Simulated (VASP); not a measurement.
# ZnAu: structure and properties in VASP, part 3 of 4

Aim: relax ZnAu, then compute properties on the relaxed cell. The cell is invented: it takes the structure of COD entry 9008804, MgAu (space group 221 there), with some of its atoms replaced by other elements, volume scaled by an estimate. It may not be a known or stable phase. The atoms of the start are displaced at random from the sites of a Pm-3m cell.

VASP 6.6.1; PBEsol; plane waves and PAW (Au, Zn); invented cell.

Still holding for the runs below: This run has no spin polarisation. Its electron count is odd, so without a moment it is a metal by construction. The k-mesh is coarse for a metal.

So far. Step 5 (Bands along the symmetry lines (PBEsol)): There is no gap at this level. Step 6 (Density of states (PBEsol)): The finer mesh and the other smearing move the Fermi level by -0.09 eV from the 6×6×6 run, one measure of the sampling error in the zero of the bands above.

## (7) Volume scan with PBEsol, volume scale 0.94

An equation of state needs energies on both sides of the minimum, all on one mesh and cutoff.

INCAR

```
SYSTEM = ZnAu
PREC = Accurate
ENCUT = 400
EDIFF = 1E-06
NELM = 100
ISMEAR = 1
SIGMA = 0.2
LREAL = .FALSE.
ALGO = Normal
GGA = PS
LORBIT = 11
LWAVE = .FALSE.
LCHARG = .FALSE.
ISIF = 2
```

POSCAR

```
ZnAu
1.0
    3.0648798363      0.0000000000      0.0000000000
    0.0000000000      3.0648798363      0.0000000000
    0.0000000000      0.0000000000      3.0648798363
Au Zn
1 1
Direct
    0.0000000000      0.0000000000      0.0000000000
    0.5000000000      0.5000000000      0.5000000000
```

KPOINTS

```
Automatic mesh
0
Gamma
6 6 6
0 0 0
```

The projector-augmented-wave data sets are Au and Zn (PBE family, release 64).

On the command line:

```
> mpirun -np 1 vasp_std
```

Output:

```text
[... set-up lines as in an earlier step ...]
 entering main loop
       N       E                     dE             d eps       ncg     rms          rms(c)
DAV:   1     0.112864896686E+03    0.11286E+03   -0.10316E+04   632   0.169E+03
DAV:   2    -0.298024888456E+01   -0.11585E+03   -0.11194E+03   628   0.308E+02
DAV:   3    -0.645042277500E+01   -0.34702E+01   -0.34586E+01   712   0.636E+01
DAV:   4    -0.647058109608E+01   -0.20158E-01   -0.20157E-01   754   0.427E+00
DAV:   5    -0.647078522204E+01   -0.20413E-03   -0.20413E-03   705   0.439E-01    0.108E+01
DAV:   6    -0.589641660957E+01    0.57437E+00   -0.18496E+00   621   0.170E+01    0.640E+00
DAV:   7    -0.586051581150E+01    0.35901E-01   -0.51530E-02   804   0.436E+00    0.324E+00
DAV:   8    -0.584993662437E+01    0.10579E-01   -0.76541E-03   686   0.106E+00    0.149E-01
DAV:   9    -0.584995439084E+01   -0.17766E-04   -0.30781E-04   720   0.252E-01    0.551E-02
DAV:  10    -0.584996284662E+01   -0.84558E-05   -0.18539E-05   806   0.690E-02    0.178E-02
DAV:  11    -0.584996277087E+01    0.75751E-07   -0.38232E-06   586   0.331E-02
   1 F= -.58499628E+01 E0= -.58480879E+01  d E =-.562461E-02
```

Run time: 5.6 s. Hardware: 1 MPI rank of AMD EPYC 7R43, shared host; peak memory 0.09 GiB.

Parts of OUTCAR (step 7):

```text
   ENCUT  =  400.0 eV  29.40 Ry    5.42 a.u.   5.00  5.00  5.00*2*pi/ulx,y,z

   NELECT =      23.0000    total number of electrons

 E-fermi :   8.0656

 k-point     1 :       0.0000    0.0000    0.0000
  band No.  band energies     occupation
    ...
      7       2.2136      2.00000
      8       2.2136      2.00000
      9       4.0560      2.00000
     10       4.0560      2.00000
     11       4.0560      2.00000
     12      13.0017      0.00000
     13      13.0017      0.00000
     14      13.0017      0.00000
     15      17.7913      0.00000

  Total        1.7995080      1.7995080      1.7995080     -0.0000000      0.0000000     -0.0000000
  in kB      100.1437854    100.1437854    100.1437854     -0.0000000      0.0000000     -0.0000000
  external PRESSURE =     100.1437854 kB  Pullay stress =       0.0000000 kB

 POSITION                                       TOTAL-FORCE (eV/Angst)
 -----------------------------------------------------------------------------------
      0.00000      0.00000      0.00000         0.000000      0.000000      0.000000
      1.53244      1.53244      1.53244         0.000000      0.000000      0.000000
 -----------------------------------------------------------------------------------
    total drift:                               -0.000000      0.000000      0.000000

  FREE ENERGIE OF THE ION-ELECTRON SYSTEM (eV)
  ---------------------------------------------------
  free  energy   TOTEN  =        -5.8499627709 eV

  energy  without entropy=       -5.8443381654  energy(sigma->0) =       -5.84808790

[... 4 parts as in an earlier step ...]

[... 12 further parts left out ...]
```

The scan keeps the cell's shape and the fractional positions fixed.

Numbers from this step:

- SCF cycles: 11
- irreducible k-points: 20
- free energy (TOTEN): -5.850 eV
- energy at zero smearing: -5.848 eV
- Fermi energy: 8.066 eV
- pressure: 10.01 GPa

The pressure here is 10.01 GPa.

## (8) Volume scan with PBEsol, volume scale 0.96

INCAR is that of step 7.

POSCAR

```
ZnAu
1.0
    3.0864642083      0.0000000000      0.0000000000
    0.0000000000      3.0864642083      0.0000000000
    0.0000000000      0.0000000000      3.0864642083
Au Zn
1 1
Direct
    0.0000000000      0.0000000000      0.0000000000
    0.5000000000      0.5000000000      0.5000000000
```

KPOINTS is that of step 7.

On the command line:

```
> mpirun -np 1 vasp_std
```

Output:

```text
[... set-up lines as in an earlier step ...]
 entering main loop
       N       E                     dE             d eps       ncg     rms          rms(c)
DAV:   1     0.104881174849E+03    0.10488E+03   -0.10089E+04   616   0.168E+03
DAV:   2    -0.344355841315E+01   -0.10832E+03   -0.10461E+03   635   0.299E+02
DAV:   3    -0.647553575758E+01   -0.30320E+01   -0.30248E+01   684   0.609E+01
DAV:   4    -0.649454677206E+01   -0.19011E-01   -0.19008E-01   740   0.413E+00
DAV:   5    -0.649474025699E+01   -0.19348E-03   -0.19348E-03   726   0.433E-01    0.102E+01
DAV:   6    -0.592648377067E+01    0.56826E+00   -0.18798E+00   614   0.171E+01    0.610E+00
DAV:   7    -0.589295770165E+01    0.33526E-01   -0.46608E-02   814   0.426E+00    0.315E+00
DAV:   8    -0.588240539603E+01    0.10552E-01   -0.79307E-03   707   0.108E+00    0.133E-01
DAV:   9    -0.588242394030E+01   -0.18544E-04   -0.33302E-04   742   0.266E-01    0.581E-02
DAV:  10    -0.588243185036E+01   -0.79101E-05   -0.23180E-05   779   0.833E-02    0.180E-02
DAV:  11    -0.588243165082E+01    0.19954E-06   -0.51360E-06   600   0.467E-02
   1 F= -.58824317E+01 E0= -.58799886E+01  d E =-.732910E-02
```

Wall time 5.4 s (1 MPI rank); peak memory 0.09 GiB.

OUTCAR, selected parts (step 8):

```text
   ENCUT  =  400.0 eV  29.40 Ry    5.42 a.u.   5.03  5.03  5.03*2*pi/ulx,y,z

   NELECT =      23.0000    total number of electrons

 E-fermi :   7.7726

 k-point     1 :       0.0000    0.0000    0.0000
  band No.  band energies     occupation
    ...
      7       2.0135      2.00000
      8       2.0135      2.00000
      9       3.8121      2.00000
     10       3.8121      2.00000
     11       3.8121      2.00000
     12      12.6915      0.00000
     13      12.6915      0.00000
     14      12.6915      0.00000
     15      17.2279      0.00000

  Total        1.1293276      1.1293276      1.1293276      0.0000000     -0.0000000      0.0000000
  in kB       61.5384811     61.5384811     61.5384811      0.0000000     -0.0000000      0.0000000
  external PRESSURE =      61.5384811 kB  Pullay stress =       0.0000000 kB

 POSITION                                       TOTAL-FORCE (eV/Angst)
 -----------------------------------------------------------------------------------
      0.00000      0.00000      0.00000         0.000000      0.000000      0.000000
      1.54323      1.54323      1.54323         0.000000      0.000000      0.000000
 -----------------------------------------------------------------------------------
    total drift:                               -0.000000      0.000000      0.000000

  FREE ENERGIE OF THE ION-ELECTRON SYSTEM (eV)
  ---------------------------------------------------
  free  energy   TOTEN  =        -5.8824316508 eV

  energy  without entropy=       -5.8751025466  energy(sigma->0) =       -5.87998862

[... 4 parts as in an earlier step ...]

[... 12 further parts left out ...]
```

Numbers from this step:

| Property | Result |
| --- | --- |
| free energy (TOTEN) | -5.882 eV |
| energy at zero smearing | -5.880 eV |
| Fermi energy | 7.773 eV |
| pressure | 6.154 GPa |

The pressure falls from 10.01 to 6.15 GPa.

The run ends at a pressure of 6.15 GPa.

## (9) Volume scan with PBEsol, volume scale 0.98

INCAR is that of step 8.

POSCAR

```
ZnAu
1.0
    3.1077508410      0.0000000000      0.0000000000
    0.0000000000      3.1077508410      0.0000000000
    0.0000000000      0.0000000000      3.1077508410
Au Zn
1 1
Direct
    0.0000000000      0.0000000000      0.0000000000
    0.5000000000      0.5000000000      0.5000000000
```

KPOINTS is that of step 8.

On the command line:

```
> mpirun -np 1 vasp_std
```

Output:

```text
[... set-up lines as in an earlier step ...]
 entering main loop
       N       E                     dE             d eps       ncg     rms          rms(c)
DAV:   1     0.107629286880E+03    0.10763E+03   -0.10012E+04   631   0.166E+03
DAV:   2    -0.346140397362E+01   -0.11109E+03   -0.10876E+03   628   0.306E+02
DAV:   3    -0.648553360821E+01   -0.30241E+01   -0.30190E+01   698   0.606E+01
DAV:   4    -0.650390919986E+01   -0.18376E-01   -0.18374E-01   733   0.407E+00
[...]
DAV:   9    -0.590099339087E+01   -0.21593E-04   -0.37761E-04   742   0.268E-01    0.611E-02
DAV:  10    -0.590100066947E+01   -0.72786E-05   -0.29178E-05   771   0.998E-02    0.177E-02
DAV:  11    -0.590100031118E+01    0.35829E-06   -0.71480E-06   649   0.602E-02
   1 F= -.59010003E+01 E0= -.58981349E+01  d E =-.859623E-02
```

It took 5.6 s on 1 MPI rank; peak memory 0.09 GiB.

Parts of OUTCAR (step 9):

```text
  Total        0.5190555      0.5190555      0.5190555     -0.0000000     -0.0000000      0.0000000
  in kB       27.7067645     27.7067645     27.7067645     -0.0000000     -0.0000000      0.0000000
  external PRESSURE =      27.7067645 kB  Pullay stress =       0.0000000 kB

 POSITION                                       TOTAL-FORCE (eV/Angst)
 -----------------------------------------------------------------------------------
      0.00000      0.00000      0.00000         0.000000      0.000000      0.000000
      1.55388      1.55388      1.55388         0.000000      0.000000      0.000000
 -----------------------------------------------------------------------------------
    total drift:                               -0.000000      0.000000      0.000000

  FREE ENERGIE OF THE ION-ELECTRON SYSTEM (eV)
  ---------------------------------------------------
  free  energy   TOTEN  =        -5.9010003112 eV

  energy  without entropy=       -5.8924040764  energy(sigma->0) =       -5.89813490

[... 1 part as in an earlier step ...]

[... 2 further parts left out ...]
[key lines of the parts left out:]
E-fermi :   7.4923
```

The pressure falls from 6.15 to 2.77 GPa.

The run ends at a pressure of 2.77 GPa.

## (10) Volume scan with PBEsol, volume scale 1

INCAR is that of step 9.

POSCAR

```
ZnAu
1.0
    3.1287497945      0.0000000000      0.0000000000
    0.0000000000      3.1287497945      0.0000000000
    0.0000000000      0.0000000000      3.1287497945
Au Zn
1 1
Direct
    0.0000000000      0.0000000000      0.0000000000
    0.5000000000      0.5000000000      0.5000000000
```

KPOINTS is that of step 9.

On the command line:

```
> mpirun -np 1 vasp_std
```

Output:

```text
[... set-up lines as in an earlier step ...]
 entering main loop
       N       E                     dE             d eps       ncg     rms          rms(c)
[... 11 cycles as in an earlier step ...]
   1 F= -.59077070E+01 E0= -.59045927E+01  d E =-.934305E-02
```

It took 5.8 s on 1 MPI rank; peak memory 0.09 GiB.

Parts of OUTCAR (step 10):

```text
[... 6 parts as in an earlier step ...]

[... 1 further part left out ...]
[key lines of the parts left out:]
E-fermi :   7.2236
```

The pressure falls from 2.77 to -0.20 GPa, so it vanishes between these two volumes.

## (11) Volume scan with PBEsol, volume scale 1.02

INCAR is that of step 10.

POSCAR

```
ZnAu
1.0
    3.1494705957      0.0000000000      0.0000000000
    0.0000000000      3.1494705957      0.0000000000
    0.0000000000      0.0000000000      3.1494705957
Au Zn
1 1
Direct
    0.0000000000      0.0000000000      0.0000000000
    0.5000000000      0.5000000000      0.5000000000
```

KPOINTS is that of step 10.

On the command line:

```
> mpirun -np 1 vasp_std
```

Output:

```text
[... set-up lines as in an earlier step ...]
 entering main loop
       N       E                     dE             d eps       ncg     rms          rms(c)
DAV:   1     0.101296057515E+03    0.10130E+03   -0.10034E+04   624   0.165E+03
DAV:   2    -0.348623687793E+01   -0.10478E+03   -0.10181E+03   628   0.290E+02
DAV:   3    -0.647038325035E+01   -0.29841E+01   -0.29769E+01   747   0.587E+01
DAV:   4    -0.648623550215E+01   -0.15852E-01   -0.15851E-01   691   0.377E+00
[...]
DAV:   9    -0.590340410752E+01   -0.25612E-04   -0.42584E-04   728   0.264E-01    0.668E-02
DAV:  10    -0.590340979891E+01   -0.56914E-05   -0.36846E-05   793   0.111E-01    0.175E-02
DAV:  11    -0.590340924206E+01    0.55685E-06   -0.91348E-06   656   0.743E-02
   1 F= -.59034092E+01 E0= -.59002213E+01  d E =-.956392E-02
```

Wall time 8.4 s (1 MPI rank); peak memory 0.1 GiB.

Parts of OUTCAR (step 11):

```text
  Total       -0.5446559     -0.5446559     -0.5446559     -0.0000000     -0.0000000      0.0000000
  in kB      -27.9331609    -27.9331609    -27.9331609     -0.0000000     -0.0000000      0.0000000
  external PRESSURE =     -27.9331609 kB  Pullay stress =       0.0000000 kB

 POSITION                                       TOTAL-FORCE (eV/Angst)
 -----------------------------------------------------------------------------------
      0.00000      0.00000      0.00000         0.000000      0.000000      0.000000
      1.57474      1.57474      1.57474         0.000000      0.000000      0.000000
 -----------------------------------------------------------------------------------
    total drift:                                0.000000      0.000000     -0.000000

  FREE ENERGIE OF THE ION-ELECTRON SYSTEM (eV)
  ---------------------------------------------------
  free  energy   TOTEN  =        -5.9034092421 eV

  energy  without entropy=       -5.8938453181  energy(sigma->0) =       -5.90022127

[... 1 part as in an earlier step ...]

[... 2 further parts left out ...]
[key lines of the parts left out:]
E-fermi :   6.9653
```

The pressure falls from -0.20 to -2.79 GPa.

The run ends at a pressure of -2.79 GPa.

## (12) Volume scan with PBEsol, volume scale 1.04

INCAR is that of step 11.

POSCAR

```
ZnAu
1.0
    3.1699222765      0.0000000000      0.0000000000
    0.0000000000      3.1699222765      0.0000000000
    0.0000000000      0.0000000000      3.1699222765
Au Zn
1 1
Direct
    0.0000000000      0.0000000000      0.0000000000
    0.5000000000      0.5000000000      0.5000000000
```

KPOINTS is that of step 11.

On the command line:

```
> mpirun -np 1 vasp_std
```

Output:

```text
[... set-up lines as in an earlier step ...]
 entering main loop
       N       E                     dE             d eps       ncg     rms          rms(c)
DAV:   1     0.105913430903E+03    0.10591E+03   -0.10005E+04   624   0.166E+03
DAV:   2    -0.354297500753E+01   -0.10946E+03   -0.10626E+03   649   0.299E+02
DAV:   3    -0.644164515072E+01   -0.28987E+01   -0.28916E+01   691   0.584E+01
DAV:   4    -0.646200847481E+01   -0.20363E-01   -0.20337E-01   740   0.409E+00
[...]
DAV:   9    -0.588979361195E+01   -0.18243E-04   -0.40272E-04   766   0.289E-01    0.696E-02
DAV:  10    -0.588979846241E+01   -0.48505E-05   -0.42654E-05   748   0.113E-01    0.169E-02
DAV:  11    -0.588979791282E+01    0.54959E-06   -0.95435E-06   656   0.740E-02
   1 F= -.58897979E+01 E0= -.58866874E+01  d E =-.933162E-02
```

Run time: 8 s. Hardware: 1 MPI rank; peak memory 0.11 GiB.

OUTCAR, selected parts (step 12):

```text
  Total       -1.0105135     -1.0105135     -1.0105135     -0.0000000     -0.0000000      0.0000000
  in kB      -50.8284499    -50.8284499    -50.8284499     -0.0000000     -0.0000000      0.0000000
  external PRESSURE =     -50.8284499 kB  Pullay stress =       0.0000000 kB

 POSITION                                       TOTAL-FORCE (eV/Angst)
 -----------------------------------------------------------------------------------
      0.00000      0.00000      0.00000         0.000000      0.000000      0.000000
      1.58496      1.58496      1.58496         0.000000      0.000000      0.000000
 -----------------------------------------------------------------------------------
    total drift:                                0.000000      0.000000     -0.000000

  FREE ENERGIE OF THE ION-ELECTRON SYSTEM (eV)
  ---------------------------------------------------
  free  energy   TOTEN  =        -5.8897979128 eV

  energy  without entropy=       -5.8804662914  energy(sigma->0) =       -5.88668737

[... 1 part as in an earlier step ...]

[... 2 further parts left out ...]
[key lines of the parts left out:]
E-fermi :   6.7163
```

The pressure falls from -2.79 to -5.08 GPa.

The run ends at a pressure of -5.08 GPa.

## (13) Volume scan with PBEsol, volume scale 1.06

A prediction first. A parabola through the 6 pressures of evenly scaled cells so far, P = -0.21 -139.8 t +408 t² GPa with t = ln(V/V₁) and V₁ the volume at scale 1, gives -6.97 GPa at t = +0.0583.

INCAR is that of step 12.

POSCAR

```
ZnAu
1.0
    3.1901134086      0.0000000000      0.0000000000
    0.0000000000      3.1901134086      0.0000000000
    0.0000000000      0.0000000000      3.1901134086
Au Zn
1 1
Direct
    0.0000000000      0.0000000000      0.0000000000
    0.5000000000      0.5000000000      0.5000000000
```

KPOINTS is that of step 12.

On the command line:

```
> mpirun -np 1 vasp_std
```

Output:

```text
[... set-up lines as in an earlier step ...]
 entering main loop
       N       E                     dE             d eps       ncg     rms          rms(c)
DAV:   1     0.104642781688E+03    0.10464E+03   -0.10045E+04   631   0.163E+03
DAV:   2    -0.313455972388E+01   -0.10778E+03   -0.10417E+03   628   0.297E+02
DAV:   3    -0.641276539568E+01   -0.32782E+01   -0.32712E+01   754   0.616E+01
DAV:   4    -0.642996587428E+01   -0.17200E-01   -0.17199E-01   691   0.396E+00
[...]
DAV:   9    -0.586858281711E+01   -0.21237E-04   -0.41346E-04   737   0.277E-01    0.722E-02
DAV:  10    -0.586858674597E+01   -0.39289E-05   -0.44391E-05   748   0.108E-01    0.161E-02
DAV:  11    -0.586858624927E+01    0.49670E-06   -0.89085E-06   663   0.707E-02
   1 F= -.58685862E+01 E0= -.58656570E+01  d E =-.878787E-02
```

Run time: 8.4 s. Hardware: 1 MPI rank; peak memory 0.11 GiB.

OUTCAR, selected parts (step 13):

```text
  Total       -1.4366851     -1.4366851     -1.4366851     -0.0000000     -0.0000000      0.0000000
  in kB      -70.9012377    -70.9012377    -70.9012377     -0.0000000     -0.0000000      0.0000000
  external PRESSURE =     -70.9012377 kB  Pullay stress =       0.0000000 kB

 POSITION                                       TOTAL-FORCE (eV/Angst)
 -----------------------------------------------------------------------------------
      0.00000      0.00000      0.00000         0.000000      0.000000      0.000000
      1.59506      1.59506      1.59506         0.000000      0.000000      0.000000
 -----------------------------------------------------------------------------------
    total drift:                                0.000000      0.000000     -0.000000

  FREE ENERGIE OF THE ION-ELECTRON SYSTEM (eV)
  ---------------------------------------------------
  free  energy   TOTEN  =        -5.8685862493 eV

  energy  without entropy=       -5.8597983816  energy(sigma->0) =       -5.86565696

[... 1 part as in an earlier step ...]

[... 2 further parts left out ...]
[key lines of the parts left out:]
E-fermi :   6.4756
```

The pressure falls from -5.08 to -7.09 GPa. The parabola predicted -6.97 GPa, +0.12 GPa off.

## (14) Comparing the runs

Times are for 1 MPI rank of AMD EPYC 7R43, shared host. The series side by side:

```csv
no.,volume scale,energy above the lowest point (meV/atom),pressure (GPa),time,memory (GiB)
1,0.94,28.25,10.01,5.6 s,0.09
2,0.96,12.3,6.154,5.4 s,0.09
3,0.98,3.23,2.771,5.6 s,0.09
4,1,0,-0.2023,5.8 s,0.09
5,1.02,2.19,-2.793,8.4 s,0.1
6,1.04,8.95,-5.083,8 s,0.11
7,1.06,19.47,-7.090,8.4 s,0.11
```

## (15) Fit for PBEsol

This step: Birch-Murnaghan fit, PBEsol; plane waves and PAW; invented cell (VASP 6.6.1).

Derived from the runs above.

Numbers from this step:

* pressure derivative of the bulk modulus: 5.924
* r.m.s. error of the fit: 4.84e-5 eV/atom
* minimum inside the sampled range: yes
* bulk modulus: 135.3 GPa
* equilibrium volume of the fit: 15.34 Å³/atom

Energy above the fitted minimum against volume:

```csv
volume (Å³/atom),energy above the fitted minimum (eV/atom)
14.395,0.0282
14.701,0.0122
15.008,0.00316
15.314,-6.6e-5
15.620,0.00212
15.926,0.00889
16.233,0.0194
```

The fitted volume lies +0.14 % from the relaxed one. At a finite cutoff and mesh the minimum of the energy and the zero of the stress don't quite coincide, and the relaxation stops at a threshold.

(Part 3 of 4 ends here.)

[Lines on the potential files, build, host, timing and source positions are cut from VASP's logs without a mark.]

[Logs are printed without paths, hosts, clocks, repeated set-up lines and the standing remarks that a program may print on its own settings, such as how far it seeks lower states.]

[Hosts, paths, dates, database ids (printed as entryN), source tags and the programs' standing remarks are cut or masked in the printed files.]

[A measured line is paired with the nearest computed mode of its activity, which favours agreement.]
